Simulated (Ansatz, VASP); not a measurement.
# Two plane-wave programs on NbCl

File INCAR:

```
ALGO = Normal
EDIFF = 1E-6
ENCUT = 520
GGA = PE
ISIF = 2
ISMEAR = 0
LASPH = True
LCHARG = False
LREAL = False
LWAVE = False
NBANDS = 28
NELM = 100
PREC = Accurate
SIGMA = 0.1
```

File KPOINTS:

```
k-points
0
Gamma
  4 6 4
```

File POSCAR:

```
NbCl
1.0
    4.9871336592      0.0000000000      0.0000000000
    0.0000000000      3.3003090392      0.0000000000
    0.0000000000      0.0000000000      5.0919053748
Nb Cl
2 2
Direct
    0.7500000000      0.0000000000      0.6870000000
    0.2500000000      0.0000000000      0.3130000000
    0.7500000000      0.5000000000      0.1880000000
    0.2500000000      0.5000000000      0.8120000000
```

Input for Ansatz:

```yaml
crystal:
  lattice:
    - [4.9871336592, 0.0, 0.0]
    - [0.0, 3.3003090392, 0.0]
    - [0.0, 0.0, 5.0919053748]
  atoms:
    - { symbol: Nb, position: [0.75, 0.0, 0.687] }
    - { symbol: Nb, position: [0.25, 0.0, 0.313] }
    - { symbol: Cl, position: [0.75, 0.5, 0.188] }
    - { symbol: Cl, position: [0.25, 0.5, 0.812] }
basis:
  ecutwfc: 420
kpoints:
  mp_grid: { grid: [4, 6, 4] }
hamiltonian:
  xc: pbe
scf:
  occupations: { method: gaussian, width: 0.1 }
  lower_state_search: "off"
output:
  forces: true
  stress: true
  eigenvalues: true
```

Alike in both runs: task single point; functional PBE; k mesh 4 × 6 × 4; occupations gaussian, width 0.1 eV; no spin polarisation.

|  | VASP | Ansatz |
| --- | --- | --- |
| version | VASP 6.6.1 | Ansatz 0.2.0 |
| potentials or method | VASP PAW PBE potentials, release 64 (Nb_sv, Cl) | scalar-relativistic, plane waves, PAW |
| plane-wave cutoff (eV) | 520 | 420 |
| valence electrons in the cell | 40 | 40 |

```csv
,VASP,Ansatz,Ansatz less VASP
gap on the k mesh at the Fermi level (eV),none,none,-
pressure (GPa),-12.7,-12.7,+0.04
largest component of the traceless stress (GPa),3.13,3.10,-0.030
rms of the force components (eV/Å),0.374,0.371,-0.0031
```

Atom by atom the forces differ by 0.005 eV/Å (rms over components). A gap of «none» marks a metal or a gap that the smearing closes. The functional is the same, so the differences come from potentials, cutoffs and numerics.
